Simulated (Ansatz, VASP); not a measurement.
## Two plane-wave programs on Li2ICl

The input INCAR:

```
SYSTEM = Li2ICl
PREC = Accurate
ENCUT = 600
EDIFF = 1E-6
ISMEAR = 0
SIGMA = 0.02
LREAL = .False.
LASPH = .True.
NELM = 100
ALGO = Normal
ISIF = 3
LWAVE = .False.
LCHARG = .False.
GGA = PE
IBRION = 2
NSW = 100
EDIFFG = -0.005
```

File KPOINTS:

```
regular mesh
0
Gamma
  6 6 4
  0 0 0
```

Contents of POSCAR:

```
Li2ICl
1.0
    3.8431399133      0.0000000000      0.0000000000
    0.0000000000      3.8431399133      0.0000000000
    0.0000000000      0.0000000000      5.4350205875
Li I Cl
2 1 1
Direct
    0.0000000000      0.0000000000      0.0000000000
    0.5000000000      0.5000000000      0.5000000000
    0.5000000000      0.5000000000      0.0000000000
    0.0000000000      0.0000000000      0.5000000000
```

Input for Ansatz:

```yaml
crystal:
  lattice:
    - [3.8431399133, 0.0, 0.0]
    - [0.0, 3.8431399133, 0.0]
    - [0.0, 0.0, 5.4350205875]
  atoms:
    - { symbol: Li, position: [0.0, 0.0, 0.0] }
    - { symbol: Li, position: [0.5, 0.5, 0.5] }
    - { symbol: I, position: [0.5, 0.5, 0.0] }
    - { symbol: Cl, position: [0.0, 0.0, 0.5] }
basis:
  ecutwfc: 420
kpoints:
  mp_grid: { grid: [6, 6, 4] }
hamiltonian:
  xc: pbe
scf:
  occupations: { method: gaussian, width: 0.02 }
output:
  forces: true
  stress: true
  eigenvalues: true
relax:
  adjacent_minimum: "off"
  f_tol: 0.005
  max_steps: 80
  cell: { stress_tol: 0.05 }
```

The cell comes from a database or a generator and needn't be the stable form of this composition.

Alike in both runs: task relaxation of cell and atoms; functional PBE; k mesh 6 × 6 × 4; occupations gaussian, width 0.02 eV; no spin polarisation.

|  | VASP | Ansatz |
| --- | --- | --- |
| version | VASP 6.6.1 | Ansatz 0.2.0 |
| potentials or method | VASP PAW PBE potentials, release 64 (Li_sv, I, Cl) | scalar-relativistic, plane waves, PAW |
| plane-wave cutoff (eV) | 600 | 420 |
| valence electrons in the cell | 20 | 30 |

|  | VASP | Ansatz | Ansatz less VASP |
| --- | --- | --- | --- |
| gap on the k mesh at the Fermi level, each at its own relaxed structure (eV) | 4.63 | 4.63 | -0.001 |
| relaxed volume (Å³/atom) | 22.69 | 22.74 | +0.048 |
| relaxed cell length with the largest relative difference (Å) | 4.027 | 4.033 | +0.0057 |
| energy change over the relaxation (meV/atom) | -29 | -29 | -0.8 |

The two sets of potentials don't hold the same shells in valence.

Caveats: the cutoff is under 1.25 times the usual one of these potentials, so pressure, stress and relaxed cells hold a basis-set (Pulay) error (VASP); spin-orbit coupling is left out, which moves the levels of the heavy elements. A k mesh can miss the band edges. Expect the measured gap to be larger: semilocal functionals such as PBE lack the derivative discontinuity.
